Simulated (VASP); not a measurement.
Input:

```
AsB
1.0
    0.00000     2.39000     2.39000
    2.39000     0.00000     2.39000
    2.39000     2.39000     0.00000
B As
1 1
Cartesian
  0.00000   0.00000   0.00000
  1.19500   1.19500   1.19500
```

Method: LDA (Ceperley-Alder, Perdew-Zunger), VASP's LDA PAW potentials (set 64) (plane waves; VASP). Numerical set-up: 400 eV cut-off, 6×6×6 Γ-centred mesh, Fermi-Dirac smearing of 0.050 eV, potentials B As.

At this cut-off the stress carries a Pulay error, which pulls relaxed volumes low.

Give the stress tensor in GPa (positive for a compressed cell).

```
-3.31   0.00   0.00
 0.00  -3.31   0.00
 0.00   0.00  -3.31
```
The pressure is its mean diagonal, -3.31 GPa.

The structure is a typed BAs crystal (F-43m). The cell was not relaxed at this level.
